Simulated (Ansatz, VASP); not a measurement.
SnCl in VASP and in Ansatz

The input INCAR:

```
SYSTEM = SnCl
PREC     = Accurate       ! precision mode
ENCUT    = 520            ! plane-wave cutoff, eV
EDIFF    = 1E-6           ! SCF threshold, eV
ISMEAR   = 0              ! smearing method
SIGMA    = 0.1            ! smearing width, eV
LREAL    = .FALSE.        ! projectors in reciprocal space
LASPH    = .TRUE.         ! aspherical terms in the spheres
NELM     = 60             ! most SCF steps
ALGO     = Normal         ! electronic algorithm
ISIF     = 2              ! what is computed and relaxed
LWAVE    = .FALSE.        ! write WAVECAR
LCHARG   = .FALSE.        ! write CHGCAR
GGA      = PE             ! functional
NBANDS   = 29             ! bands
```

File KPOINTS:

```
Automatic mesh
0
G
  6 6 2
  0 0 0
```

File POSCAR:

```
SnCl
1.0
    3.4975456700      0.0000000000      0.0000000000
   -1.7487728300      3.0289634000      0.0000000000
    0.0000000000      0.0000000000     10.0622091300
Sn Cl
2 2
Direct
    0.3333333300      0.6666666700      0.3205100000
    0.6666666700      0.3333333300      0.8205100000
    0.3333333300      0.6666666700      0.0544910000
    0.6666666700      0.3333333300      0.5544910000
```

Input for Ansatz:

```yaml
crystal:
  lattice:
    - [3.49754567, 0.0, 0.0]
    - [-1.74877283, 3.0289634, 0.0]
    - [0.0, 0.0, 10.06220913]
  atoms:
    - { symbol: Sn, position: [0.33333333, 0.66666667, 0.32051] }
    - { symbol: Sn, position: [0.66666667, 0.33333333, 0.82051] }
    - { symbol: Cl, position: [0.33333333, 0.66666667, 0.054491] }
    - { symbol: Cl, position: [0.66666667, 0.33333333, 0.554491] }
basis:
  ecutwfc: 420
kpoints:
  mp_grid: { grid: [6, 6, 2] }
hamiltonian:
  xc: pbe
scf:
  occupations: { method: gaussian, width: 0.1 }
  lower_state_search: "off"
output:
  forces: true
  stress: true
  eigenvalues: true
```

Alike in both runs: task single point; functional PBE; k mesh 6 × 6 × 2; occupations gaussian, width 0.1 eV; no spin polarisation.

```csv
,VASP,Ansatz
version,VASP 6.6.1,Ansatz 0.2.0
potentials or method,"VASP PAW PBE potentials, release 64 (Sn_d, Cl)","scalar-relativistic, plane waves, PAW"
plane-wave cutoff (eV),520,420
valence electrons in the cell,42,42
```

|  | VASP | Ansatz | Ansatz less VASP |
| --- | --- | --- | --- |
| gap on the k mesh at the Fermi level (eV) | none | none | - |
| pressure (GPa) | -0.3 | -0.2 | +0.07 |
| largest component of the traceless stress (GPa) | 0.37 | 0.38 | +0.014 |
| rms of the force components (eV/Å) | 0.064 | 0.062 | -0.0021 |

Atom by atom the forces differ by 0.002 eV/Å (rms over components). A gap of «none» marks a metal or a gap that the smearing closes.
